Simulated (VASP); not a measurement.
Runs of VASP 6.6.1 on Y. Symmetry: P6_3/mmc, No. 194, hexagonal system. Conventional cell: a = 3.595 Å, b = 3.595 Å, c = 5.579 Å, α = 90.00°, β = 90.00°, γ = 120.00°. Y (site symmetry -6m2) is surrounded by 12 Y at 3.48 to 3.60 Å. 

```csv
level,k mesh,cutoff (eV),smearing,gap on the mesh (eV),pressure (GPa)
PBEsol,21 × 21 × 12,520,gaussian 0.1 eV,none,0.0
r2SCAN,15 × 15 × 8,520,gaussian 0.1 eV,none,(a)
PBEsol,15 × 15 × 8,700,gaussian 0.1 eV,none,0.0
PBEsol,15 × 15 × 8,900,gaussian 0.1 eV,none,0.0
PBEsol,15 × 15 × 8,520,gaussian 0.5 eV,none,0.4
```

Alike in all rows: task single point; potentials or basis VASP PAW PBE potentials, release 64 (Y_sv); no spin polarisation; cell as given.

Task: Fill in the values left out.

Result: (a) 3.2.

Caveats: the PAW data sets were made with another functional, which shifts forces and pressure a little.

A k mesh can miss the band edges, and the runs leave out spin-orbit coupling on Y.

A gap of «none» marks a metal or a gap under the smearing width.
